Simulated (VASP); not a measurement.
Output of a VASP run:

**OUTCAR**
```
 ion  position               nearest neighbor table
   1  0.000  0.000  0.000-   5 2.28   2 2.28   4 2.28   3 2.28   3 2.28   4 2.28   7 3.18   6 3.18
                             6 3.18   7 3.18   6 3.18   6 3.18   7 3.18   7 3.18   8 3.19   8 3.19
   2  0.254  0.254  0.493-   8 2.21   7 2.25   6 2.25   7 2.25   6 2.25   1 2.28
   3  0.257  0.743  0.500-   8 2.22   8 2.22   7 2.25   6 2.25   1 2.28   1 2.28
   4  0.743  0.257  0.500-   8 2.22   8 2.22   6 2.25   7 2.25   1 2.28   1 2.28
   5  0.746  0.746  0.507-   8 2.21   7 2.25   6 2.25   6 2.25   7 2.25   1 2.28
   6  0.000  0.500  0.000-   4 2.25   3 2.25   5 2.25   2 2.25   2 2.25   5 2.25   1 3.18   1 3.18
                             1 3.18   1 3.18
   7  0.500  0.000  0.000-   3 2.25   4 2.25   5 2.25   2 2.25   2 2.25   5 2.25   1 3.18   1 3.18
                             1 3.18   1 3.18
   8  0.500  0.500  0.000-   2 2.21   5 2.21   4 2.22   3 2.22   3 2.22   4 2.22   1 3.19   1 3.19
  LATTYP: Found a base centered orthorhombic cell.
 ALAT       =     6.3789179210
 B/A-ratio  =     1.4087737487
 C/A-ratio  =     0.4979912156
 Subroutine PRICEL returns:
 Original cell was already a primitive cell.
 Subroutine GETGRP returns: Found  8 space group operations
The static configuration has the point symmetry D_2h.
The dynamic configuration has the point symmetry D_2h.
 Subroutine INISYM returns: Found  8 space group operations
 Subroutine IBZKPT returns following result:
 Found    184 irreducible k-points:

 Following reciprocal coordinates:
            Coordinates               Weight
  0.000000  0.000000  0.000000      1.000000
  0.142857  0.000000  0.000000      4.000000
  0.285714  0.000000  0.000000      4.000000
  0.428571 -0.000000  0.000000      4.000000
  0.142857  0.142857  0.000000      2.000000
  0.285714  0.142857  0.000000      4.000000
  0.428571  0.142857  0.000000      4.000000
 -0.428571  0.142857  0.000000      4.000000
 -0.285714  0.142857  0.000000      4.000000
 -0.142857  0.142857  0.000000      2.000000
  0.285714  0.285714  0.000000      2.000000
  0.428571  0.285714  0.000000      4.000000
 -0.428571  0.285714  0.000000      4.000000
 -0.285714  0.285714  0.000000      2.000000
  0.428571  0.428571  0.000000      2.000000
 -0.428571  0.428571  0.000000      2.000000
  0.000000  0.000000  0.076923      2.000000
  0.142857  0.000000  0.076923      4.000000
  0.285714 -0.000000  0.076923      4.000000
  0.428571 -0.000000  0.076923      4.000000
 -0.428571  0.000000  0.076923      4.000000
 -0.285714  0.000000  0.076923      4.000000
 -0.142857  0.000000  0.076923      4.000000
  0.142857  0.142857  0.076923      2.000000
  0.285714  0.142857  0.076923      4.000000
  0.428571  0.142857  0.076923      4.000000
 -0.428571  0.142857  0.076923      4.000000
 -0.285714  0.142857  0.076923      4.000000
 -0.142857  0.142857  0.076923      4.000000
  0.285714  0.285714  0.076923      2.000000
  0.428571  0.285714  0.076923      4.000000
 -0.428571  0.285714  0.076923      4.000000
 -0.285714  0.285714  0.076923      4.000000
 -0.142857  0.285714  0.076923      4.000000
  0.428571  0.428571  0.076923      2.000000
 -0.428571  0.428571  0.076923      4.000000
 -0.285714  0.428571  0.076923      4.000000
 -0.142857  0.428571  0.076923      4.000000
 -0.428571 -0.428571  0.076923      2.000000
 -0.285714 -0.428571  0.076923      4.000000
   k-points           NKPTS =    184   k-points in BZ     NKDIM =    184   number of bands    NBANDS=     40
   number of dos      NEDOS =    601   number of ions     NIONS =      8
   total plane-waves  NPLWV =  55296
   dimension x,y,z NGX =    48 NGY =   48 NGZ =   24
   dimension x,y,z NGXF=    96 NGYF=   96 NGZF=   48
   ions per type =               1   4   3
   PREC   = accura    normal or accurate (medium, high low for compatibility)
   ISTART =      0    job   : 0-new  1-cont  2-samecut
   ICHARG =      2    charge: 1-file 2-atom 10-const
   ISPIN  =      1    spin polarized calculation?
   LNONCOLLINEAR =      F non collinear calculations
   LSORBIT =      F    spin-orbit coupling
   INIWAV =      1    electr: 0-lowe 1-rand  2-diag
...
```

OSZICAR:
```
       N       E                     dE             d eps       ncg     rms          rms(c)
DAV:   1     0.772477559498E+03    0.77248E+03   -0.36623E+04 14720   0.174E+03
DAV:   2    -0.246133939712E+02   -0.79709E+03   -0.78011E+03 17768   0.656E+02
DAV:   3    -0.964311772701E+02   -0.71818E+02   -0.70863E+02 25400   0.154E+02
DAV:   4    -0.100283982258E+03   -0.38528E+01   -0.38347E+01 22560   0.325E+01
DAV:   5    -0.100553662087E+03   -0.26968E+00   -0.26950E+00 25072   0.933E+00    0.356E+01
DAV:   6    -0.865178378815E+02    0.14036E+02   -0.96486E+01 20896   0.434E+01    0.131E+01
DAV:   7    -0.862302654109E+02    0.28757E+00   -0.80165E+00 22152   0.134E+01    0.770E+00
DAV:   8    -0.862256478374E+02    0.46176E-02   -0.67977E-01 20928   0.432E+00    0.268E+00
DAV:   9    -0.862268093472E+02   -0.11615E-02   -0.11548E-01 22112   0.208E+00    0.609E-01
DAV:  10    -0.862282660845E+02   -0.14567E-02   -0.26785E-02 23496   0.115E+00    0.377E-01
DAV:  11    -0.862282657726E+02    0.31184E-06   -0.41652E-03 22224   0.535E-01    0.109E-01
DAV:  12    -0.862281861613E+02    0.79611E-04   -0.10772E-03 19952   0.208E-01    0.336E-02
DAV:  13    -0.862281852102E+02    0.95117E-06   -0.87843E-05 22928   0.683E-02    0.267E-02
DAV:  14    -0.862281836389E+02    0.15712E-05   -0.62644E-06 25816   0.178E-02    0.142E-02
DAV:  15    -0.862281903510E+02   -0.67120E-05   -0.41721E-06 17408   0.909E-03    0.601E-03
DAV:  16    -0.862281925057E+02   -0.21547E-05   -0.13578E-06 20192   0.587E-03    0.445E-04
DAV:  17    -0.862281921108E+02    0.39490E-06   -0.56439E-08 11712   0.186E-03    0.374E-04
DAV:  18    -0.862281920716E+02    0.39212E-07   -0.14298E-08 11768   0.121E-03
   1 F= -.86228192E+02 E0= -.86228192E+02  d E =0.000000E+00
```

**OUTCAR**
```
------------------------ aborting loop because EDIFF is reached ----------------------------------------
  FORCE on cell =-STRESS in cart. coord.  units (eV):
  Direction    XX          YY          ZZ          XY          YZ          ZX
  --------------------------------------------------------------------------------------
  Total       -0.0363903     -0.0363903      0.1349828      0.0917220     -0.0000000     -0.0000000
  in kB       -0.6403573     -0.6403573      2.3752814      1.6140254     -0.0000000     -0.0000000
  external PRESSURE =       0.3648556 kB  Pullay stress =       0.0000000 kB
  volume of cell :       91.05
      direct lattice vectors                 reciprocal lattice vectors
    -0.009060775  4.501515344  4.493226056    -0.110850585  0.110850585  0.111278621
     4.501515344 -0.009060775  4.493226056     0.110850585 -0.110850585  0.111278621
     2.246227285  2.246227285  0.000000000     0.222595462  0.222595462 -0.222557242
 POSITION                                       TOTAL-FORCE (eV/Angst)
 -----------------------------------------------------------------------------------
      0.00000      0.00000      0.00000        -0.000000     -0.000000      0.000000
      2.24623      2.24623      2.27890         0.000000     -0.000000      0.007226
      4.46391      2.27477      4.49323        -0.016550      0.016550      0.000000
      2.27477      4.46391      4.49323         0.016550     -0.016550      0.000000
      4.49245      4.49245      6.70755         0.000000     -0.000000     -0.007226
      2.25076     -0.00453      2.24661         0.000000     -0.000000      0.000000
     -0.00453      2.25076      2.24661         0.000000     -0.000000      0.000000
      2.24623      2.24623      4.49323         0.000000     -0.000000     -0.000000
 -----------------------------------------------------------------------------------
    total drift:                                0.000000      0.000000      0.000000
  FREE ENERGIE OF THE ION-ELECTRON SYSTEM (eV)
  ---------------------------------------------------
  free  energy   TOTEN  =       -86.2281920716 eV

  energy  without entropy=      -86.2281920716  energy(sigma->0) =      -86.22819207

 total charge

# of ion       s       p       d       tot
------------------------------------------
    1        2.184   6.061   1.778  10.022
    2        0.876   1.516   0.000   2.392
    3        0.879   1.523   0.000   2.402
    4        0.879   1.523   0.000   2.402
    5        0.876   1.516   0.000   2.392
    6        2.168   6.080   2.370  10.618
    7        2.168   6.080   2.370  10.618
    8        2.175   6.093   2.402  10.670
--------------------------------------------------
tot         12.205  30.391   8.921  51.516
```
(Selected blocks of OUTCAR.)

### POSCAR
```
Nb3ZrC4
1
   -0.0090607748     4.5015153438     4.4932260562
    4.5015153438    -0.0090607748     4.4932260562
    2.2462272845     2.2462272845    -0.0000000000
Zr C Nb
1 4 3
Direct
  0.0000000000   1.0000000000   1.0000000000
  0.2535929225   0.2535929225   0.4928141548
  0.2573331396   0.7426668604   0.5000000000
  0.7426668604   0.2573331396   0.5000000000
  0.7464070775   0.7464070775   0.5071858452
  0.0000000000   0.5000000000   1.0000000000
  0.5000000000   1.0000000000   1.0000000000
  0.5000000000   0.5000000000   1.0000000000
```

### Question
Write an INCAR and KPOINTS that could have produced this output.

### Answer
This is not unique; one that fits is the input of the run itself, PBEsol GGA, plane waves, VASP's PBE PAW potentials (set 64).

**INCAR**
```
SYSTEM  =  Nb3ZrC4
PREC  =  Accurate; ENCUT  =  520; LREAL  =  F
LASPH  =  T
EDIFF  =  1E-7; NELM  =  100; ALGO  =  Normal
LMAXMIX  =  4
ISMEAR  =  -5
GGA  =  PS
ISIF  =  2
LWAVE  =  F; LCHARG  =  T; LORBIT  =  11
NEDOS  =  601
```

File KPOINTS:
```
Automatic mesh
0
Gamma
7 7 13
0 0 0
```

POTCAR, in this order: Zr_sv C Nb_sv (PBE.64 set). Program: vasp_std.

For a metal the tetrahedron method with Blöchl corrections gives inexact stress and forces.

The structure was generated: Nb3ZrC4 was put into an ordered model structure (Cmmm), which need not be its known phase. It was relaxed first. The electron count is odd and the run is not spin-polarised, which forces a metal.
